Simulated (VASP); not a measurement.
Input:

```xyz
2
Lattice="1.5006 -2.5992 0.0000 1.5006 2.5992 0.0000 0.0000 0.0000 5.9474" Properties=species:S:1:pos:R:3 pbc="T T T"
Cd     1.5006     0.8664     1.4868
Cd     1.5006    -0.8664     4.4605
```

Calculation: PW91 GGA, VASP's PBE PAW potentials (set 64) (plane waves; VASP). Run with 520 eV cut-off, 16×16×7 Γ-centred mesh, tetrahedra with Blöchl corrections, potentials Cd.

Question: Tabulate the total density of states (states/eV per cell) against energy (eV; zero at the valence-band maximum or, without a gap, the Fermi level).

Answer: 
```
E (eV) | DOS (states/eV)
    -9.99 |  0.00
    -9.67 | ###### 4.00
    -9.34 | ########################## 16.2
    -9.01 | ############### 9.05
    -8.58 | ############################## 18.6
    -8.25 | ############## 8.56
    -7.92 |  0.15
    -7.60 |  0.21
    -7.27 |  0.28
    -6.94 |  0.28
    -6.51 | # 0.32
    -6.18 | # 0.35
    -5.85 | # 0.38
    -5.53 | # 0.41
    -5.20 | # 0.43
    -4.87 | # 0.46
    -4.55 | # 0.48
    -4.11 | # 0.52
    -3.78 | # 0.56
    -3.46 | # 0.59
    -3.13 | # 0.59
    -2.80 | # 0.59
    -2.48 | # 0.61
    -2.04 | # 0.66
    -1.71 | # 0.68
    -1.39 | # 0.64
    -1.06 | # 0.75
    -0.73 | # 0.66
    -0.41 | # 0.62
    -0.08 | # 0.59
     0.36 | # 0.50
     0.68 | # 0.64
     1.01 | # 0.88
     1.34 | # 0.87
     1.66 | ## 1.07
     1.99 | # 0.87
     2.43 | ## 0.94
     2.75 | ## 1.08
     3.08 | # 0.91
     3.41 | # 0.79
```
Within 2 eV below the Fermi level the largest weight inside VASP's projection spheres is Cd p, then Cd s.

The compound is Cd in the hcp structure. It was relaxed first, which changed the volume by +7 %.
